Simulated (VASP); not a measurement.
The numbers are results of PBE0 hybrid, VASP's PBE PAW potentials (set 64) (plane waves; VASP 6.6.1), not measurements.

The input files of a VASP run:

**POSCAR**
```
CdS
1
    0.0000000000     2.8765014497     2.8765014497
    2.8765014497     0.0000000000     2.8765014497
    2.8765014497     2.8765014497     0.0000000000
Cd S
1 1
Direct
  0.0000000000   0.0000000000   0.0000000000
  0.2500000000   0.2500000000   0.2500000000
```

KPOINTS:
```
Automatic mesh
0
Gamma
6 6 6
0 0 0
```

**INCAR**
```
SYSTEM = CdS
PREC = Accurate
ENCUT = 520
EDIFF = 1E-6
NELM = 60
ALGO = Normal
LREAL = .FALSE.
LASPH = .TRUE.
ISMEAR = 0
SIGMA = 0.05
GGA = PE
AEXX = 0.25
HFRCUT = -1
LHFCALC = .TRUE.
PRECFOCK = Fast
ISYM = 3
LMAXMIX = 4
LWAVE = .FALSE.
LCHARG = .FALSE.
ISIF = 2
```

POTCAR, in this order: Cd S (PBE.64 set). Program: vasp_std. Read from the step before: WAVECAR.

### Question
What does the run give for the energy per atom (σ→0), pressure, band gap (on the k-mesh)?

### Answer

The energy per atom (σ→0) is -4.062 eV/atom and the band gap (on the k-mesh) is 2.92 eV. The pressure comes out as 4.96 GPa.

File OSZICAR:
```
...
DAV:   3    -0.812447296984E+01    0.84459E-03   -0.34798E-03   491   0.842E-01    0.665E-01
DAV:   4    -0.812428870817E+01    0.18426E-03   -0.44284E-04   461   0.235E-01    0.403E-01
DAV:   5    -0.812424486636E+01    0.43842E-04   -0.70767E-05   461   0.728E-02    0.242E-01
DAV:   6    -0.812423195686E+01    0.12909E-04   -0.12383E-05   461   0.299E-02    0.142E-01
DAV:   7    -0.812422597120E+01    0.59857E-05   -0.16970E-06   383   0.131E-02    0.833E-02
DAV:   8    -0.812422350485E+01    0.24664E-05   -0.91849E-07   301   0.900E-03    0.487E-02
DAV:   9    -0.812422257925E+01    0.92560E-06   -0.44012E-07   228   0.607E-03
   1 F= -.81242226E+01 E0= -.81242226E+01  d E =-.273209E-18
```

The compound is CdS in the zinc blende structure, a metastable form; wurtzite is the usual one. This cell is one point of a volume scan, at 0.91 of the reference volume. The cell's shape comes from a PBE relaxation.
